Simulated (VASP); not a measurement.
Data:

```
Ta
1.0
   -1.65000     1.65000     1.65000
    1.65000    -1.65000     1.65000
    1.65000     1.65000    -1.65000
Ta
1
Direct
  0.00000   0.00000   0.00000
```

Method: AM05 GGA, VASP's PBE PAW potentials (set 64) (plane waves; VASP 6.6.1). Numerical set-up: 520 eV cut-off, 14×14×14 Γ-centred mesh, first-order Methfessel-Paxton smearing of 0.10 eV, potentials Ta_pv.

Question: The ions, cell shape and volume are relaxed. Predict the relaxed structure.

Answer: 
```
Ta
1.0
   -1.63999     1.63999     1.63999
    1.63999    -1.63999     1.63999
    1.63999     1.63999    -1.63999
Ta
1
Direct
  0.00000   0.00000   0.00000
```
Space group Im-3m (229), at a tolerance of 0.03 Å.

Question: How do energy and volume change from the first to the last step?

Answer: The energy (σ→0) changes by -4.2 meV/atom and the volume by -1.8 %, in 3 ionic steps.

The compound is Ta in the bcc structure. This run relaxes it. Symmetry was kept, so distortions that lower it aren't found.
